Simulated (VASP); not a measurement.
# A VASP study of BN (LDA): structure first, properties next, part 2 of 2

What structure and properties does LDA give BN, and how near are they to the measured ones? The start is a cell from a database of measured crystal structures.

VASP 6.6.1; LDA; plane waves and PAW (B, N).

So far, gap on the k-mesh (eV): step 2 (relaxing cell and atoms (LDA)) 4.23; step 3 (second relaxation) 4.23; step 6 (total and projected DOS (LDA)) 4.08. The relaxed cell has a = 2.491, c = 6.466 Å (conventional setting).

The database entry behind the starting cell differs from later determinations by our own check (about 0.3 % short, minor phase), so it need not match the best structure at ambient conditions.

## Step 7: Zone-centre phonons (LDA)

Zone-centre modes test whether the atoms sit at a minimum within this cell. IBRION = 8 takes the force constants from linear response, which needs tightly converged orbitals.

The input, INCAR:

```
SYSTEM = BN
PREC = Accurate
ENCUT = 520
EDIFF = 1E-08
NELM = 100
ISMEAR = 0
SIGMA = 0.05
LREAL = .FALSE.
ALGO = Normal
GGA = CA
NBANDS = 14
LORBIT = 11
LWAVE = .FALSE.
LCHARG = .FALSE.
KPAR = 4
IBRION = 8
LEPSILON = .TRUE.
ISIF = 2
```

The input, POSCAR:

```
BN
1.0
    2.4905852083      0.0000000000      0.0000000000
   -1.2452926041      2.1569100607      0.0000000000
    0.0000000000      0.0000000000      6.4663671138
B N
2 2
Direct
    0.3333333333      0.6666666667      0.2500000000
    0.6666666667      0.3333333333      0.7500000000
    0.3333333333      0.6666666667      0.7500000000
    0.6666666667      0.3333333333      0.2500000000
```

The input, KPOINTS:

```
Automatic mesh
0
Gamma
9 9 3
0 0 0
```

Potentials, in the order of the species: B and N (LDA family, release 64).

Started as:

```console
$ mpirun -np 4 vasp_std
```

Wall time 29 s (4 MPI ranks of Intel Xeon 6975P-C (Granite Rapids), shared host); peak memory 0.9 GiB; 1.9 min of CPU time.

Energies printed during the response cycles are not total energies of the cell.

This step gave:

```yaml
bands: 14
irreducible_k_points: 24
pressure_of_the_cell: 0.005967 GPa
largest_force_of_the_cell: 0 eV/Å
fermi_energy: 2.664 eV
valence_top_at_k: 0.3333, 0.3333, 0.3333
conduction_bottom_at_k: 0.4444, 0.1111, 0
least_direct_gap_at_k: 0.4444, 0.1111, 0
gap_on_the_k_mesh: 4.234 eV
least_direct_gap_on_the_k_mesh: 4.461 eV
```

Electronic dielectric tensor with local fields:

```
4.92 0.00 0.00
0.00 4.92 0.00
0.00 0.00 2.88
```

Ionic part of the static dielectric tensor:

```
1.79 0.00 0.00
0.00 1.79 0.00
0.00 0.00 0.55
```

Born effective charge (e), principal values of the symmetric part by kind of site:

| atom | atoms with these values | low | middle | high | mean |
| --- | --- | --- | --- | --- | --- |
| B1 | 2 | 0.82 | 2.70 | 2.70 | 2.08 |
| N3 | 2 | -2.70 | -2.70 | -0.82 | -2.08 |

In full for B1:

```
2.70 0.00 0.00
0.00 2.70 0.00
0.00 0.00 0.82
```

Lines of the infrared spectrum (strongest = 100):

| position (cm⁻¹) | lines merged | squared mode dipole, relative |
| --- | --- | --- |
| 49 | 2 | 0.0 |
| 117 | 1 | 0.0 |
| 750 | 1 | 4.6 |
| 811 | 1 | 0.0 |
| 1379 | 4 | 100 |

Transverse limit, no LO-TO splitting. Modes at Γ, with each element's share of the kinetic energy:

| mode | frequency (cm⁻¹) | symmetry | IR | B % | N % |
| --- | --- | --- | --- | --- | --- |
| 1 | -0.1 | acoustic | 1.5e-8 | 44 | 56 |
| 2 | -0.1 | acoustic | 6.8e-8 | 44 | 56 |
| 3 | -0.1 | acoustic | 6.8e-8 | 44 | 56 |
| 4 | 49.0 | E2g | 0 | 44 | 56 |
| 5 | 49.0 | E2g | 0 | 44 | 56 |
| 6 | 117.0 | Bg | 0 | 44 | 56 |
| 7 | 750.3 | A2u | 0.22 | 56 | 44 |
| 8 | 811.0 | Bg | 0 | 56 | 44 |
| 9 | 1378.7 | E1u | 2.4 | 56 | 44 |
| 10 | 1378.7 | E1u | 2.4 | 56 | 44 |
| 11 | 1379.0 | E2g | 0 | 56 | 44 |
| 12 | 1379.0 | E2g | 0 | 56 | 44 |

Displacements in mode 5 (49.0 cm⁻¹), the largest set to 1:
```
B1   0.65  1.00  0.00
B2  -0.65 -1.00  0.00
N3  -0.65 -1.00  0.00
N4   0.65  1.00  0.00
```

Displacements in mode 6 (117.0 cm⁻¹), the largest set to 1:
```
B1   0.00  0.00 -1.00
B2   0.00  0.00  1.00
N3   0.00  0.00  0.99
N4   0.00  0.00 -0.99
```

The Born charges sum to zero; the printed set may have that rule imposed, so this is no test. By the characters of their eigenvectors the optical modes sort into (cm⁻¹) Raman active: E2g 49, E2g 1379; infrared active: A2u 750, E1u 1379; silent: Bg 117, Bg 811. B labels carry no number here, since it depends on the setting of the axes. With a centre of inversion no mode is active in both.

## Step 8: Dielectric tensor and Born charges (LDA)

The response to a static field gives the electronic dielectric tensor and the Born charges. It needs tightly converged orbitals, hence the small EDIFF.

Edit INCAR of step 7 so:

```diff
@@ -6,3 +6,3 @@
 ISMEAR = 0
-SIGMA = 0.05
+SIGMA = 0.01
 LREAL = .FALSE.
@@ -15,4 +15,2 @@
 KPAR = 4
-IBRION = 8
 LEPSILON = .TRUE.
-ISIF = 2
```

POSCAR is that of step 7.

The input, KPOINTS:

```
Automatic mesh
0
Gamma
10 10 4
0 0 0
```

Started as:

```console
$ mpirun -np 4 vasp_std
```

The job ended after 21 s (4 MPI ranks; peak memory 0.88 GiB).

This step gave:

| Item | Value |
| --- | --- |
| irreducible k-points | 42 |
| Fermi energy | 2.603 eV |
| pressure | 0.005153 GPa |
| valence top at k | 0.3, 0.3, 0 |
| conduction bottom at k | 0.5, 0, 0 |
| least direct gap at k | 0.5, 0, 0 |
| gap on the k-mesh | 4.001 eV |
| least direct gap on the k-mesh | 4.447 eV |

Electronic dielectric tensor with local fields:

```
4.92 0.00 0.00
0.00 4.92 0.00
0.00 0.00 2.88
```

Born effective charge (e), principal values of the symmetric part by kind of site:

| atom | atoms with these values | low | middle | high | mean |
| --- | --- | --- | --- | --- | --- |
| B1 | 2 | 0.82 | 2.71 | 2.71 | 2.08 |
| N3 | 2 | -2.71 | -2.71 | -0.82 | -2.08 |

In full for N3:

```
-2.71  0.00  0.00
 0.00 -2.71  0.00
 0.00  0.00 -0.82
```

The Born charges sum to zero; the printed set may have that rule imposed, so this is no test. The mean dielectric constant is 4.241 here and 4.240 on the 9×9×3 mesh of an earlier step, a measure of its convergence. Born charges and mode vectors give each infrared mode its dipole; summed over the modes, dipole squared over frequency squared adds 1.38 to the electronic 4.24, for a mean static constant of 5.62. The Born charge of N depends strongly on direction, from -2.71 to -0.82 e, beside a nominal -3.

## Step 9: Independent-particle dielectric function (LDA)

LOPTICS sums transitions from filled to empty bands. The mesh is finer than in the run before. NBANDS is raised for it.

The input, INCAR:

```
SYSTEM = BN
PREC = Accurate
ENCUT = 520
EDIFF = 1E-06
NELM = 100
ISMEAR = 0
SIGMA = 0.05
LREAL = .FALSE.
ALGO = Normal
GGA = CA
NBANDS = 40
LORBIT = 11
LWAVE = .FALSE.
LCHARG = .FALSE.
KPAR = 4
LOPTICS = .TRUE.
NEDOS = 1500
CSHIFT = 0.1
```

POSCAR is that of step 8.

The input, KPOINTS:

```
Automatic mesh
0
Gamma
13 13 5
0 0 0
```

Started as:

```console
$ mpirun -np 4 vasp_std
```

Wall time 8.4 s (4 MPI ranks); peak memory 0.8 GiB.

These are independent-particle spectra without excitons or local fields. Their onset and peaks carry the functional's gap error, and fine structure and low peaks depend on the mesh and on CSHIFT.

This step gave:

| Quantity | Value |
| --- | --- |
| bands | 40 |
| irreducible k-points | 63 |
| Fermi energy | 2.698 eV |
| pressure | 0.006925 GPa |
| valence top at k | 0.3077, 0.3077, 0 |
| conduction bottom at k | 0.4615, 0.07692, 0 |
| least direct gap at k | 0.4615, 0.07692, 0 |
| gap on the k-mesh | 4.080 eV |
| least direct gap on the k-mesh | 4.454 eV |

The imaginary dielectric function has structure finer than the step of the table below, so its rows give means over 0.5 eV, whole bins alone (the curve runs from 0 to 25.0 eV). Peaks (eV: height): xx 5.63: 13.6, 6.72: 5.55, 14.10: 9.54, 17.10: 5.23; zz 5.19: 1.94, 10.11: 10.6, 13.50: 4.81.

The imaginary dielectric function by photon energy; means over each step:

| photon energy (eV) | xx | zz |
| --- | --- | --- |
| 0.5 | 0.00878 | 0.00264 |
| 1.0 | 0.0185 | 0.00547 |
| 1.5 | 0.0300 | 0.00871 |
| 2.0 | 0.0457 | 0.0129 |
| 2.5 | 0.0686 | 0.0187 |
| 3.0 | 0.107 | 0.0282 |
| 3.5 | 0.186 | 0.0477 |
| 4.0 | 0.443 | 0.120 |
| 4.5 | 3.19 | 1.04 |
| 5.0 | 7.54 | 1.55 |
| 5.5 | 10.9 | 1.26 |
| 6.0 | 9.13 | 0.941 |
| 6.5 | 4.17 | 0.699 |
| 7.0 | 3.48 | 0.707 |
| 7.5 | 1.71 | 0.472 |
| 8.0 | 1.70 | 0.542 |
| 8.5 | 0.988 | 0.603 |
| 9.0 | 0.968 | 1.57 |
| 9.5 | 0.867 | 4.88 |
| 10.0 | 0.542 | 7.77 |
| 10.5 | 0.751 | 4.57 |
| 11.0 | 0.952 | 4.17 |
| 11.5 | 0.854 | 3.23 |
| 12.0 | 0.855 | 2.45 |
| 12.5 | 1.16 | 2.23 |
| 13.0 | 4.25 | 4.18 |
| 13.5 | 6.53 | 4.56 |
| 14.0 | 8.18 | 3.50 |
| 14.5 | 6.95 | 2.42 |
| 15.0 | 6.35 | 1.11 |
| 15.5 | 3.64 | 0.939 |
| 16.0 | 3.14 | 0.798 |
| 16.5 | 2.86 | 0.675 |
| 17.0 | 3.97 | 0.617 |
| 17.5 | 2.41 | 0.933 |
| 18.0 | 1.81 | 1.29 |
| 18.5 | 1.92 | 1.08 |
| 19.0 | 1.53 | 1.04 |
| 19.5 | 1.85 | 1.21 |
| 20.0 | 1.32 | 1.15 |
| 20.5 | 1.27 | 0.898 |
| 21.0 | 1.02 | 0.950 |
| 21.5 | 1.34 | 0.816 |
| 22.0 | 0.874 | 0.547 |
| 22.5 | 0.691 | 0.496 |
| 23.0 | 0.557 | 0.550 |
| 23.5 | 0.515 | 0.850 |
| 24.0 | 0.741 | 0.788 |
| 24.5 | 0.598 | 0.617 |

The real dielectric function by photon energy:

| photon energy (eV) | xx | zz |
| --- | --- | --- |
| 0 | 5.06 | 3.22 |
| 1 | 5.15 | 3.25 |
| 2 | 5.45 | 3.34 |
| 3 | 6.16 | 3.53 |
| 4 | 8.16 | 4.05 |
| 5 | 9.07 | 3.76 |
| 6 | -3.51 | 3.27 |
| 7 | -1.66 | 3.53 |
| 8 | 0.241 | 4.15 |
| 9 | 1.32 | 6.48 |
| 10 | 2.33 | 6.09 |
| 11 | 3.16 | 0.639 |
| 12 | 4.05 | 0.663 |
| 13 | 6.93 | 2.20 |
| 14 | 4.11 | -1.15 |
| 15 | -1.13 | -0.821 |
| 16 | -1.14 | 0.124 |
| 17 | 0.524 | 0.678 |
| 18 | -0.923 | 0.742 |
| 19 | -0.587 | 0.580 |
| 20 | -0.693 | 0.518 |
| 21 | -0.311 | 0.373 |
| 22 | -0.781 | 0.393 |
| 23 | -0.252 | 0.845 |
| 24 | -0.0753 | 0.665 |

Its static limit, 4.45, stands beside 4.24 from the response with local fields; local fields, the finite band count and the meshes make the difference. The mean of ε2 over directions passes 5 % of its top at 4.21 eV, against a least direct gap of 4.45 eV on this mesh; what lies under the gap is the tail of the broadening by CSHIFT. The indirect gap (4.02 eV in the band run) doesn't show, since phonons are left out.

## Step 10: Results

```
relaxed volume                                               : 8.684 Å³/atom
relaxed conventional cell a, b, c                            : 2.491, 2.491, 6.466 Å; angles 90.0, 90.0, 120.0°
space group after relaxing, within 0.02 Å                    : P6_3/mmc (No. 194)
band gap                                                     : 4.02 eV, indirect (least direct gap of that run 4.45 eV)
gap among the points of the DOS mesh alone, an upper bound   : 4.08 eV
highest zone-centre mode                                     : 1379 cm⁻¹
static dielectric constant from modes and Born charges, mean : 5.62
electronic dielectric constant, mean                         : 4.24
strongest peak of ε2, mean over directions                   : 5.63 eV
ε1 at zero frequency, no local fields, mean                  : 4.45
```

With LDA, BN relaxes to 8.684 Å³/atom in space group P6_3/mmc (held by the symmetry of the run) and has an indirect gap of 4.02 eV. Against the listed cell the volume lies -3.1 % (a -0.3 %, c -2.6 %). Zone-centre phonons (LDA): The infrared spectrum is led by the line at 1379 cm⁻¹. Zone-centre phonons (LDA): The highest mode in this list at Γ, 1379.0 cm⁻¹, has its largest share on B (56 % of the kinetic energy). Dielectric tensor and Born charges (LDA): The principal values of the electronic dielectric tensor with local fields are 2.88, 4.92 and 4.92. Dielectric tensor and Born charges (LDA): Mean Born effective charge: B1 2.08, N3 -2.08 e. Semilocal functionals usually underestimate gaps. Modes at Γ alone can't show that the crystal is stable at other wave vectors, and the LO-TO splitting is not included. The bonds form layers, and without a dispersion term the spacing between them, and what depends on it, is unreliable. No search among competing phases was made, and a listed structure need not be the one stable at ambient conditions. All values are for a static lattice at zero temperature.

Calculation against experiment:

| quantity | measured | LDA |
| --- | --- | --- |
| lattice constant a (Å) | 2.5069 | 2.491 (-0.7 %) |
| lattice constant c (Å) | 6.6706 | 6.466 (-3.1 %) |
| Raman mode, E2g low-frequency … (cm⁻¹) | 52.5 | 49 (-6.7 %) |
| Raman mode, E2g high-frequency in-plane … (cm⁻¹) | 1366 | 1379 (+0.9 %) |

Measured values from arxiv:2307.07533 (2023) and arxiv:1705.01298 (2017).

How well it matches: The lattice constant a is off by -0.7 %: good agreement. The lattice constant c is off by -3.1 %: a clear miss. The Raman mode is off by -6.7 %: fair agreement. The Raman mode is off by +0.9 %: good agreement. The grades are ours: good and fair within 0.7 and 1.5 % for the lattice constant a, 0.8 and 2 % for the lattice constant c and 3 and 7 % for the Raman mode. Zero-point motion and thermal expansion (measured at up to 300 K) are not in the computed lattice constants and Raman mode.

[Lines on the potential files, build, host, timing and source positions are cut from VASP's logs without a mark.]

[Logs are printed without paths, hosts, clocks, repeated set-up lines and the standing remarks that a program may print on its own settings, such as how far it seeks lower states.]

[Hosts, paths, dates, database ids (printed as entryN), source tags and the programs' standing remarks are cut or masked in the printed files.]

[A measured line is paired with the nearest computed mode of its activity, which favours agreement.]

[In band tables of VASP the shares of atoms and orbitals are scaled to a sum of 1 inside the atoms' spheres.]
